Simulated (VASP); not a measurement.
Given:

```
CdF2
1.0
    0.00000     2.57087     2.57087
    2.57087     0.00000     2.57087
    2.57087     2.57087     0.00000
Cd F
1 2
Direct
  0.00000   0.00000   0.00000
  0.25000   0.25000   0.25000
  0.75000   0.75000   0.75000
```

All values below come from PBE GGA, VASP's PBE PAW potentials (set 64) (plane waves; VASP). Numerical set-up: 620 eV cut-off, 7×7×7 Γ-centred mesh, Gaussian smearing of 0.050 eV, potentials Cd F.

Task: Estimate the energy per atom (σ→0), pressure.

Result: 
The energy per atom (σ→0) is -3.440 eV/atom and the pressure is 29.89 GPa.

Total energies compare only between runs with the same potentials, cut-off and functional.

The compound is CdF2 in the fluorite structure. It was relaxed first under an external pressure of 30 GPa.
